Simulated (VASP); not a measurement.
An input for Ansatz (written as the equivalent of a VASP run, and not itself run):

Ansatz 0.2 input:
```yaml
crystal:
  lattice:
    - [0.0000000, 3.2233110, 3.2233110]
    - [3.2233110, 0.0000000, 3.2233110]
    - [3.2233110, 3.2233110, 0.0000000]
  atoms:
    - { symbol: Rb, position: [0.0000000, 0.0000000, 0.0000000] }
    - { symbol: Cl, position: [0.5000000, 0.5000000, 0.5000000] }
kpoints:
  mp_grid: { grid: [7, 7, 7] }
hamiltonian:
  xc: lda
  pseudopotentials: { kind: paw }
scf:
  occupations: { method: gaussian, width: 0.05 }
  max_iter: 100
output: { forces: true, stress: true, eigenvalues: true }
```

Problem. Write the VASP files for the same calculation (LDA).

Solution. This is not unique; one that fits is 
### POSCAR
```
RbCl
4.558450
  0.0000000000   0.7071068116   0.7071068116
  0.7071068116   0.0000000000   0.7071068116
  0.7071068116   0.7071068116   0.0000000000
Rb Cl
1 1
Cart
  0.0000000000   0.0000000000   0.0000000000
  0.7071068116   0.7071068116   0.7071068116
```

### KPOINTS
```
Automatic
0
G
 7 7 7
```

**INCAR**
```
SYSTEM = RbCl
PREC = Accurate
ENCUT = 520
EDIFF = 1E-7
NELM = 100
ALGO = Normal
LREAL = .FALSE.
LASPH = .TRUE.
ISMEAR = 0
SIGMA = 0.05
LMAXMIX = 4
LWAVE = .FALSE.
LCHARG = .FALSE.
ISIF = 2
```

POTCAR, in this order: Rb_sv Cl (LDA.64 set). Program: vasp_std.

Limits of the translation: each code has its own PAW files, so the cut-off isn't converted (ENCUT is set for VASP's; basis.ecutwfc is left out, and Ansatz then takes the one that its files recommend); Ansatz stops its SCF on the density residual and VASP on the energy change (EDIFF); Ansatz's lda is the Perdew-Wang form, while the LDA potentials of VASP carry Perdew-Zunger's.

The compound is RbCl in the rock salt structure. This cell is one point of a volume scan, at 1.03 of the reference volume.
